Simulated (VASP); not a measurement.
VASP input:

### INCAR
```
# general
SYSTEM  = BaIrO3
PREC    = Accurate
ENCUT   = 400   # plane-wave cut-off (eV)
LREAL   = .False.   # projection in real space or not
LASPH   = .True.   # aspherical one-centre terms

# electronic loop
EDIFF   = 1E-6
NELM    = 100   # most electronic steps
ALGO    = Normal   # blocked Davidson
LMAXMIX = 6   # l cut-off of mixed one-centre charges

# smearing
ISMEAR  = 0   # Gaussian
SIGMA   = 0.272   # width (eV)

# functional
GGA     = PS

# ions
ISIF    = 2

# output
LWAVE   = .False.
LCHARG  = .False.
```

**POSCAR**
```
BaIrO3
1
    4.1009000000     0.0000000000     0.0000000000
    0.0000000000     4.1009000000     0.0000000000
    0.0000000000     0.0000000000     4.1009000000
Ir Ba O
1 1 3
Direct
  0.0000000000   0.0000000000   0.0000000000
  0.5000000000   0.5000000000   0.5000000000
  0.5000000000   0.0000000000   0.0000000000
  0.0000000000   0.5000000000   0.0000000000
  0.0000000000   0.0000000000   0.5000000000
```

### KPOINTS
```
Regular mesh
0
Gamma
6 6 6
0 0 0
```

POTCAR, in this order: Ir Ba_sv O (PBE.64 set). Program: vasp_std.

Problem. Write an equivalent input for Ansatz.

Solution. One equivalent input (not run):
Ansatz 0.2 input:
```yaml
crystal:
  lattice:
    - [4.1009000, 0.0000000, 0.0000000]
    - [0.0000000, 4.1009000, 0.0000000]
    - [0.0000000, 0.0000000, 4.1009000]
  atoms:
    - { symbol: Ir, position: [0.0000000, 0.0000000, 0.0000000] }
    - { symbol: Ba, position: [0.5000000, 0.5000000, 0.5000000] }
    - { symbol: O, position: [0.5000000, 0.0000000, 0.0000000] }
    - { symbol: O, position: [0.0000000, 0.5000000, 0.0000000] }
    - { symbol: O, position: [0.0000000, 0.0000000, 0.5000000] }
kpoints:
  mp_grid: { grid: [6, 6, 6] }
hamiltonian:
  xc: pbesol
  pseudopotentials: { kind: paw }
scf:
  occupations: { method: gaussian, width: 0.272 }
  max_iter: 100
output: { forces: true, stress: true, eigenvalues: true }
```
Limits of the translation: each code has its own PAW files, so the cut-off isn't converted (ENCUT is set for VASP's; basis.ecutwfc is left out, and Ansatz then takes the one that its files recommend); Ansatz stops its SCF on the density residual and VASP on the energy change (EDIFF).

The structure comes from a measured BaIrO3 entry of the Crystallography Open Database, whose conditions weren't checked. The cell was not relaxed at this level. The run is one of a series of settings (KPOINTS 6×6×6 Γ-centred mesh against the base run), some of them coarse on purpose.
